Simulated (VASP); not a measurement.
All values below come from PBE GGA, VASP's PBE PAW potentials (set 64) (plane waves; VASP 6.6.1).

The input files of a VASP run:

INCAR:
```
ALGO  =  Normal
EDIFF  =  1E-7
ENCUT  =  400
GGA  =  PE
ISIF  =  2
ISMEAR  =  -5
LASPH  =  .TRUE.
LCHARG  =  .TRUE.
LMAXMIX  =  4
LORBIT  =  11
LREAL  =  .FALSE.
LWAVE  =  .FALSE.
NEDOS  =  601
NELM  =  100
PREC  =  Accurate
SYSTEM  =  Ti
```

POSCAR:
```
Ti
2.9284470
  0.4999999833  -0.8660253946   0.0000000000
  0.4999999833   0.8660253946   0.0000000000
  0.0000000000   0.0000000000   1.5852287437
Ti
2
Cartesian
  0.4999999833   0.2886757089   0.3963071859
  0.4999999833  -0.2886757089   1.1889215578
```

KPOINTS:
```
Automatic mesh
0
Gamma
16 16 9
0 0 0
```

POTCAR, in this order: Ti_sv (PBE.64 set). Program: vasp_std.

The resulting files:

**OSZICAR**
```
       N       E                     dE             d eps       ncg     rms          rms(c)
DAV:   1     0.225772250426E+03    0.22577E+03   -0.11989E+04  4816   0.160E+03
DAV:   2     0.942123007154E+01   -0.21635E+03   -0.21522E+03  5008   0.453E+02
DAV:   3    -0.166491131136E+02   -0.26070E+02   -0.25977E+02  9392   0.130E+02
DAV:   4    -0.176750218790E+02   -0.10259E+01   -0.10258E+01  4984   0.266E+01
DAV:   5    -0.177281512050E+02   -0.53129E-01   -0.53125E-01  7920   0.421E+00    0.120E+01
DAV:   6    -0.156593900393E+02    0.20688E+01   -0.77522E+00  5680   0.325E+01    0.304E+00
DAV:   7    -0.156411019162E+02    0.18288E-01   -0.79514E-01  7224   0.760E+00    0.203E+00
DAV:   8    -0.156651832819E+02   -0.24081E-01   -0.20829E-01  5632   0.613E+00    0.698E-01
DAV:   9    -0.156559394751E+02    0.92438E-02   -0.53151E-02  5784   0.261E+00    0.487E-02
DAV:  10    -0.156560873691E+02   -0.14789E-03   -0.18834E-03  7584   0.343E-01    0.797E-02
DAV:  11    -0.156561413040E+02   -0.53935E-04   -0.14829E-04  5512   0.102E-01    0.226E-02
DAV:  12    -0.156561306876E+02    0.10616E-04   -0.31194E-05  6736   0.419E-02    0.642E-03
DAV:  13    -0.156561308098E+02   -0.12223E-06   -0.11120E-06  5632   0.136E-02    0.508E-04
DAV:  14    -0.156561311645E+02   -0.35476E-06   -0.11384E-07  3992   0.349E-03    0.581E-04
DAV:  15    -0.156561312606E+02   -0.96071E-07   -0.41424E-08  3160   0.190E-03
   1 F= -.15656131E+02 E0= -.15656131E+02  d E =0.000000E+00
```

File OUTCAR:
```
------------------------ aborting loop because EDIFF is reached ----------------------------------------
  FORCE on cell =-STRESS in cart. coord.  units (eV):
  Direction    XX          YY          ZZ          XY          YZ          ZX
  --------------------------------------------------------------------------------------
  Total       -0.0122884     -0.0122884     -0.0249896      0.0000000      0.0000000     -0.0000000
  in kB       -0.5710481     -0.5710482     -1.1612738      0.0000000      0.0000000     -0.0000000
  external PRESSURE =      -0.7677900 kB  Pullay stress =       0.0000000 kB
  volume of cell :       34.48
      direct lattice vectors                 reciprocal lattice vectors
     1.464223451 -2.536109469  0.000000000     0.341477935 -0.197152373  0.000000000
     1.464223451  2.536109469  0.000000000     0.341477935  0.197152373  0.000000000
     0.000000000  0.000000000  4.642258359     0.000000000  0.000000000  0.215412397
 POSITION                                       TOTAL-FORCE (eV/Angst)
 -----------------------------------------------------------------------------------
      1.46422      0.84537      1.16056        -0.000000     -0.000000      0.000000
      1.46422     -0.84537      3.48169         0.000000      0.000000      0.000000
 -----------------------------------------------------------------------------------
    total drift:                                0.000000      0.001057     -0.000021
  FREE ENERGIE OF THE ION-ELECTRON SYSTEM (eV)
  ---------------------------------------------------
  free  energy   TOTEN  =       -15.6561312606 eV

  energy  without entropy=      -15.6561312606  energy(sigma->0) =      -15.65613126

 total charge

# of ion       s       p       d       tot
------------------------------------------
    1        2.248   6.123   1.885  10.257
    2        2.248   6.123   1.885  10.257
--------------------------------------------------
tot          4.496  12.246   3.771  20.513
```
(Selected blocks of OUTCAR.)

**OUTCAR**
```
 val. band max:        8.4979257753   @ k =   0.1250   0.0000   0.0000

 cond. band min:       8.4019400989   @ k =   0.2500   0.2500   0.4444


 Fermi energy:         8.4437222937

 k-point     1 :       0.0000    0.0000    0.0000
  band No.  band energies     occupation
      1     -48.4200      2.00000
      2     -48.2774      2.00000
      3     -25.0280      2.00000
      4     -24.3655      2.00000
      5     -24.3655      2.00000
      6     -24.3040      2.00000
      7     -24.2629      2.00000
      8     -24.2629      2.00000
      9       2.2186      2.00000
     10       5.7210      2.00000
     11       9.2002      0.00000
     12       9.2014      0.00000
     13       9.2014      0.00000
     14       9.3042      0.00000
     15       9.7029      0.00000
     16       9.7029      0.00000

 k-point     2 :       0.0625    0.0000    0.0000
  band No.  band energies     occupation
      1     -48.4159      2.00000
      2     -48.2760      2.00000
      3     -25.0192      2.00000
      4     -24.3836      2.00000
      5     -24.3716      2.00000
      6     -24.3077      2.00000
      7     -24.2819      2.00000
      8     -24.2653      2.00000
      9       2.3298      2.00000
     10       5.8081      2.00000
     11       8.9753     -0.05756
     12       8.9813      0.00000
     13       9.2795      0.00000
     14       9.4834      0.00000
     15       9.6473      0.00000
     16       9.7727      0.00000

 k-point     3 :       0.1250    0.0000    0.0000
  band No.  band energies     occupation
      1     -48.4043      2.00000
      2     -48.2716      2.00000
      3     -24.9935      2.00000
      4     -24.4355      2.00000
      5     -24.3885      2.00000
      6     -24.3352      2.00000
      7     -24.3188      2.00000
      8     -24.2723      2.00000
      9       2.6541      2.00000
     10       6.0520      2.00000
     11       8.4979      1.01439
     12       8.6440     -0.09038
     13       9.4692      0.00000
...
```

For a metal the tetrahedron method with Blöchl corrections gives inexact stress and forces.

The compound is Ti in the hcp structure. It was relaxed first.
